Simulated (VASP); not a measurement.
VASP input:

**POSCAR**
```
CoAl
1
    2.8600000000     0.0000000000     0.0000000000
    0.0000000000     2.8600000000     0.0000000000
    0.0000000000     0.0000000000     2.8600000000
Al Co
1 1
Direct
  0.5000000000   0.5000000000   0.5000000000
  0.0000000000   0.0000000000   0.0000000000
```

INCAR:
```
SYSTEM = CoAl
PREC = Accurate
ENCUT = 400
EDIFF = 1E-6
NELM = 100
ALGO = Normal
LREAL = .FALSE.
LASPH = .TRUE.
ISMEAR = 1
SIGMA = 0.1
GGA = PE
LMAXMIX = 4
LWAVE = .FALSE.
LCHARG = .FALSE.
ISIF = 2
```

**KPOINTS**
```
k-points along high-symmetry lines
6
Line-mode
Reciprocal
  0.000000   0.000000   0.000000 ! GAMMA
  0.000000   0.500000   0.000000 ! X

  0.000000   0.500000   0.000000 ! X
  0.500000   0.500000   0.000000 ! M

  0.500000   0.500000   0.000000 ! M
  0.000000   0.000000   0.000000 ! GAMMA

  0.000000   0.000000   0.000000 ! GAMMA
  0.500000   0.500000   0.500000 ! R

  0.500000   0.500000   0.500000 ! R
  0.000000   0.500000   0.000000 ! X

  0.500000   0.500000   0.500000 ! R
  0.500000   0.500000   0.000000 ! M
```

POTCAR, in this order: Al Co (PBE.64 set). Program: vasp_std.

Output of the run:

**standard output**
```
 POSCAR found type information on POSCAR AlCo
 POSCAR found :  2 types and       2 ions
 Reading from existing POTCAR
 Reading from existing POTCAR
 LDA part: xc-table for (Slater+PW92), standard interpolation
 POSCAR, INCAR and KPOINTS ok, starting setup
 WAVECAR not read
 entering main loop
       N       E                     dE             d eps       ncg     rms          rms(c)
DAV:   1     0.319548916007E+02    0.31955E+02   -0.46601E+03   736   0.103E+03
DAV:   2    -0.105762291903E+02   -0.42531E+02   -0.39694E+02   728   0.174E+02
DAV:   3    -0.116225963098E+02   -0.10464E+01   -0.10333E+01   970   0.349E+01
DAV:   4    -0.116373076603E+02   -0.14711E-01   -0.14665E-01   868   0.349E+00
DAV:   5    -0.116377263407E+02   -0.41868E-03   -0.41859E-03   882   0.565E-01    0.105E+01
DAV:   6    -0.127617493820E+02   -0.11240E+01   -0.31127E+01   836   0.841E+01    0.108E+01
DAV:   7    -0.107958902542E+02    0.19659E+01   -0.13014E+01   810   0.517E+01    0.185E+00
DAV:   8    -0.107821311026E+02    0.13759E-01   -0.80394E-02   752   0.230E+00    0.798E-01
DAV:   9    -0.107767136050E+02    0.54175E-02   -0.17098E-02   914   0.185E+00    0.973E-02
DAV:  10    -0.107766798117E+02    0.33793E-04   -0.34966E-04  1030   0.205E-01    0.750E-02
DAV:  11    -0.107766661322E+02    0.13679E-04   -0.79234E-05   808   0.142E-01    0.867E-03
DAV:  12    -0.107766659595E+02    0.17277E-06   -0.76750E-07   446   0.114E-02
   1 F= -.10776666E+02 E0= -.10778120E+02  d E =0.436227E-02
```

OUTCAR:
```
------------------------ aborting loop because EDIFF is reached ----------------------------------------
  FORCE on cell =-STRESS in cart. coord.  units (eV):
  Direction    XX          YY          ZZ          XY          YZ          ZX
  --------------------------------------------------------------------------------------
  Total        0.6383853      0.6383853      0.6383853     -0.0000000      0.0000000     -0.0000000
  in kB       43.7215298     43.7215298     43.7215298     -0.0000000      0.0000000     -0.0000000
  external PRESSURE =      43.7215298 kB  Pullay stress =       0.0000000 kB
  volume of cell :       23.39
      direct lattice vectors                 reciprocal lattice vectors
     2.860000000  0.000000000  0.000000000     0.349650350  0.000000000  0.000000000
     0.000000000  2.860000000  0.000000000     0.000000000  0.349650350  0.000000000
     0.000000000  0.000000000  2.860000000     0.000000000  0.000000000  0.349650350
 POSITION                                       TOTAL-FORCE (eV/Angst)
 -----------------------------------------------------------------------------------
      1.43000      1.43000      1.43000         0.000000      0.000000      0.000000
      0.00000      0.00000      0.00000         0.000000      0.000000      0.000000
 -----------------------------------------------------------------------------------
    total drift:                               -0.000000      0.000000     -0.000000
  FREE ENERGIE OF THE ION-ELECTRON SYSTEM (eV)
  ---------------------------------------------------
  free  energy   TOTEN  =       -10.7766659595 eV

  energy  without entropy=      -10.7810282301  energy(sigma->0) =      -10.77812005
```
(Selected blocks of OUTCAR.)

Question: The run ends quietly. Is anything wrong with it?

Answer: The cause: a line-mode KPOINTS file was used for a self-consistent run. The run ends without an error. Against the sound run, the energy per atom (σ→0) rises by 0.606 eV/atom; the pressure rises by 6.29 GPa. To mend it, correct KPOINTS.
**KPOINTS**
```
Automatic mesh
0
Gamma
10 10 10
0 0 0
```
The mended run (PBE GGA, plane waves, VASP's PBE PAW potentials (set 64)) converges, and its OSZICAR ends with
```
   1 F= -.11989494E+02 E0= -.11990035E+02  d E =0.162528E-02
```

The compound is CoAl in the CsCl type structure. The cell was not relaxed at this level. The run is not spin-polarised, so no magnetic state was tried.
